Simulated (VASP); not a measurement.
Consider the following.

```yaml
crystal:
  lattice:
    - [2.72034, 0.00000, 0.00000]
    - [0.00000, 2.72034, 0.00000]
    - [0.00000, 0.00000, 2.72034]
  atoms:
    - { symbol: W, position: [0.00000, 0.00000, 0.00000] }
    - { symbol: C, position: [0.50000, 0.50000, 0.50000] }
```

Calculation: r2SCAN meta-GGA, VASP's PBE PAW potentials (set 64) (plane waves; VASP). Settings: 520 eV cut-off, 15×15×15 Γ-centred mesh, tetrahedra with Blöchl corrections, potentials W_sv C.

**Question.** Give the energies of bands 6 to 12 at the high-symmetry points, in eV from the Fermi level.

**Answer.** 
```tsv
band	Γ	X	M	R
6	-5.53	-9.94	-4.79	-8.73
7	-5.53	-4.38	-4.79	-8.73
8	0.00	-3.57	-4.42	-8.73
9	0.00	-3.57	0.01	5.88
10	0.00	3.55	0.01	5.88
11	3.01	4.59	1.24	7.96
12	3.01	7.36	3.46	7.96
```

It has no gap at this level: it comes out as a metal or semimetal.

The structure was generated: WC was put into the CsCl type (Pm-3m), which need not be its known phase. It was relaxed first, which changed the volume by -19 %.
